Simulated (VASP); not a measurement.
Method: revTPSS meta-GGA, VASP's PBE PAW potentials (set 64) (plane waves; VASP). For the first row: Run with 520 eV cut-off, 10×10×10 Γ-centred mesh, first-order Methfessel-Paxton smearing of 0.10 eV, potentials Si Ni.

```
system                 energy (eV/atom)
---------------------  ----------------
NiSi$_{2}$ (fluorite)           -5.4747
Si (diamond)                    -6.7136
Ni (fcc)                        -1.7198
```

The references are the elements' solids at the same level; no temperature or zero-point terms are added.

Q: What is the formation energy per atom of NiSi2?

A: The references average (2×(-6.7136) + 1×(-1.7198))/3 = -5.0490 eV, so the formation energy is -5.4747 − (-5.0490) = -0.426 eV/atom.
